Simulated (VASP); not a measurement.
Tc (hcp): the lattice constant a from VASP (plane waves, PAW) at several levels of theory. Static lattice.  The measured value holds thermal and zero-point effects that the static calculation lacks.

| level | lattice constant a (Å) | error against measurement |
|---|---|---|
| LDA | 2.713 | -1.0 % |
| PBE | 2.751 | +0.4 % |
| PBEsol | 2.724 | -0.6 % |
| SCAN | 2.728 | -0.5 % |
| r2SCAN | 2.739 | -0.1 % |

Measured: 2.741 Å at 293 K (as given by Wikipedia, Technetium (infobox)).

The cell of the LDA run:

Space group P6₃/mmc (No. 194); a = 2.713 Å, b = 2.713 Å, c = 4.324 Å, α = 90.00°, β = 90.00°, γ = 120.00°

```
atom  site  symmetry       x       y       z
----  ----  --------  ------  ------  ------
Tc      2c      -6m2  0.3333  0.6667  0.2500
```

Only levels that ran to the end are used. Left out are those held back, those with too coarse a band path, GW runs whose mesh misses a band edge, hybrids' fits of cells that aren't cubic and levels without matching references; a question may draw on a part of the rest.

The compound is Tc in the hcp structure.
